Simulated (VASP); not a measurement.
Method: MS2 meta-GGA, VASP's PBE PAW potentials (set 64) (plane waves; VASP).

A VASP calculation is set up with these files.

**KPOINTS**
```
Automatic
0
gamma
 7 7 7
```

INCAR:
```
ALGO=Normal
EDIFF=1E-7
ENCUT=520
ISIF=2
ISMEAR=0
LASPH=.TRUE.
LCHARG=.FALSE.
LMAXMIX=4
LMIXTAU=.TRUE.
LREAL=.FALSE.
LWAVE=.FALSE.
METAGGA=MS2
NELM=100
PREC=Accurate
SIGMA=0.05
SYSTEM=PbTe
```

POSCAR:
```
PbTe
4.6512850
  0.0000000000   0.7071068103   0.7071068103
  0.7071068103   0.0000000000   0.7071068103
  0.7071068103   0.7071068103   0.0000000000
Te Pb
1 1
Cartesian
  0.7071068103   0.7071068103   0.7071068103
  0.0000000000   0.0000000000   0.0000000000
```

POTCAR, in this order: Te Pb_d (PBE.64 set). Program: vasp_std.

The run wrote:

**OUTCAR**
```
 ion  position               nearest neighbor table
   1  0.500  0.500  0.500-   2 3.29   2 3.29   2 3.29   2 3.29   2 3.29   2 3.29
   2  0.000  0.000  0.000-   1 3.29   1 3.29   1 3.29   1 3.29   1 3.29   1 3.29
  LATTYP: Found a face centered cubic cell.
 ALAT       =     6.5779106006
 Subroutine PRICEL returns:
 Original cell was already a primitive cell.
 Subroutine GETGRP returns: Found 48 space group operations
The static configuration has the point symmetry O_h .
The dynamic configuration has the point symmetry O_h .
 Subroutine INISYM returns: Found 48 space group operations
 Subroutine IBZKPT returns following result:
 Found     20 irreducible k-points:

 Following reciprocal coordinates:
            Coordinates               Weight
  0.000000  0.000000  0.000000      1.000000
  0.142857  0.000000  0.000000      8.000000
  0.285714  0.000000  0.000000      8.000000
  0.428571  0.000000  0.000000      8.000000
  0.142857  0.142857  0.000000      6.000000
  0.285714  0.142857  0.000000     24.000000
  0.428571  0.142857  0.000000     24.000000
 -0.428571  0.142857  0.000000     24.000000
 -0.285714  0.142857  0.000000     24.000000
 -0.142857  0.142857  0.000000     12.000000
  0.285714  0.285714  0.000000      6.000000
  0.428571  0.285714  0.000000     24.000000
 -0.428571  0.285714  0.000000     24.000000
 -0.285714  0.285714  0.000000     12.000000
  0.428571  0.428571  0.000000      6.000000
 -0.428571  0.428571  0.000000     12.000000
  0.428571  0.285714  0.142857     24.000000
 -0.428571  0.285714  0.142857     48.000000
 -0.428571  0.428571  0.142857     24.000000
 -0.285714  0.428571  0.142857     24.000000
   k-points           NKPTS =     20   k-points in BZ     NKDIM =     20   number of bands    NBANDS=     14
   number of dos      NEDOS =    301   number of ions     NIONS =      2
   total plane-waves  NPLWV =  46656
   dimension x,y,z NGX =    36 NGY =   36 NGZ =   36
...
```

### OSZICAR
```
       N       E                     dE             d eps       ncg     rms          rms(c)
DAV:   1     0.161368578723E+03    0.16137E+03   -0.82392E+03   560   0.124E+03
DAV:   2     0.139823745685E+02   -0.14739E+03   -0.14401E+03   572   0.318E+02
DAV:   3     0.391507380931E+01   -0.10067E+02   -0.99494E+01   752   0.907E+01
DAV:   4     0.367410492076E+01   -0.24097E+00   -0.24091E+00   664   0.164E+01
DAV:   5     0.366583017204E+01   -0.82747E-02   -0.82747E-02   786   0.274E+00    0.712E+00
DAV:   6     0.164443506477E+02    0.12779E+02   -0.26039E+01   680   0.106E+02    0.339E+00
DAV:   7     0.165776142267E+02    0.13326E+00   -0.64812E-01   560   0.126E+01    0.227E+00
DAV:   8     0.166962633250E+02    0.11865E+00   -0.93995E-01   560   0.957E+00    0.899E-01
DAV:   9     0.166419405011E+02   -0.54323E-01   -0.70204E-01   560   0.115E+01    0.567E-01
DAV:  10     0.166379855713E+02   -0.39549E-02   -0.33174E-02   596   0.282E+00    0.525E-01
DAV:  11     0.166453035022E+02    0.73179E-02   -0.18813E-02   710   0.245E+00    0.136E-01
DAV:  12     0.166440032288E+02   -0.13003E-02   -0.17068E-02   680   0.232E+00    0.241E-01
DAV:  13     0.166456733633E+02    0.16701E-02   -0.40244E-03   656   0.117E+00    0.111E-01
DAV:  14     0.166456671243E+02   -0.62391E-05   -0.26819E-04   710   0.272E-01    0.701E-02
DAV:  15     0.166456649733E+02   -0.21510E-05   -0.44226E-06   622   0.176E-02    0.768E-02
DAV:  16     0.166455515992E+02   -0.11337E-03   -0.26423E-04   566   0.146E-01    0.440E-02
DAV:  17     0.166455394483E+02   -0.12151E-04   -0.56481E-05   590   0.126E-01    0.245E-02
DAV:  18     0.166455394628E+02    0.14532E-07   -0.28923E-06   608   0.269E-02    0.190E-02
DAV:  19     0.166455400056E+02    0.54273E-06   -0.28916E-07   528   0.601E-03    0.177E-02
DAV:  20     0.166455402339E+02    0.22831E-06   -0.51783E-07   596   0.690E-03    0.795E-03
DAV:  21     0.166455403007E+02    0.66862E-07   -0.15556E-07   460   0.658E-03
   1 F= 0.16645540E+02 E0= 0.16645540E+02  d E =-.166957E-17
```

OUTCAR:
```
------------------------ aborting loop because EDIFF is reached ----------------------------------------
  FORCE on cell =-STRESS in cart. coord.  units (eV):
  Direction    XX          YY          ZZ          XY          YZ          ZX
  --------------------------------------------------------------------------------------
  Total       -0.9866257     -0.9866257     -0.9866257     -0.0000000      0.0000000      0.0000000
  in kB      -22.2156539    -22.2156539    -22.2156539     -0.0000000      0.0000000      0.0000000
  external PRESSURE =     -22.2156539 kB  Pullay stress =       0.0000000 kB
  volume of cell :       71.15
      direct lattice vectors                 reciprocal lattice vectors
     0.000000000  3.288955300  3.288955300    -0.152023957  0.152023957  0.152023957
     3.288955300  0.000000000  3.288955300     0.152023957 -0.152023957  0.152023957
     3.288955300  3.288955300  0.000000000     0.152023957  0.152023957 -0.152023957
  FREE ENERGIE OF THE ION-ELECTRON SYSTEM (eV)
  ---------------------------------------------------
  free  energy   TOTEN  =        16.6455403007 eV

  energy  without entropy=       16.6455403007  energy(sigma->0) =       16.64554030
```
(Selected blocks of OUTCAR.)

The compound is PbTe in the rock salt structure. This cell is one point of a volume scan, at 1.06 of the reference volume.
